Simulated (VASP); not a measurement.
Computed with PBE GGA, VASP's PBE PAW potentials (set 64) (plane waves; VASP 6.6.1).

Input for VASP

INCAR:
```
ALGO  =  Normal
EDIFF  =  1E-6
EDIFFG  =  -0.01
ENCUT  =  300
GGA  =  PE
IBRION  =  2
ISIF  =  3
ISMEAR  =  -1
LASPH  =  .TRUE.
LCHARG  =  .FALSE.
LMAXMIX  =  4
LREAL  =  .FALSE.
LWAVE  =  .FALSE.
NELM  =  100
NSW  =  50
PREC  =  Accurate
SIGMA  =  0.136
SYSTEM  =  TiAl
```

File KPOINTS:
```
kpoints
0
Gamma
  8 8 6
0 0 0
```

File POSCAR:
```
TiAl
1
    2.8300000000     0.0000000000     0.0000000000
    0.0000000000     2.8300000000     0.0000000000
    0.0000000000     0.0000000000     4.0700000000
Ti Al
1 1
Direct
  0.0037170000  -0.0153700000   0.0118520000
  0.4962830000   0.5153700000   0.4881480000
```

POTCAR, in this order: Ti_sv Al (PBE.64 set). Program: vasp_std.

Problem. What will the output report for the number of irreducible k-points (NKPTS), largest plane-wave count, number of space-group operations, FFT grid (NGX, NGY, NGZ)?

Solution. 
| Item | Result |
|---|---|
| number of irreducible k-points (NKPTS) | 196 |
| largest plane-wave count | 404 |
| number of space-group operations | 1 |
| FFT grid (NGX, NGY, NGZ) | 16 × 16 × 24 |

The structure is a typed TiAl crystal. In the starting cell atoms are displaced from their ideal sites. This run relaxes it. The run is one of a series of settings (EDIFFG = -0.01, IBRION = 2, ISIF = 3, NSW = 50 against the base run), some of them coarse on purpose. The electron count is odd and the run is not spin-polarised, which forces a metal.
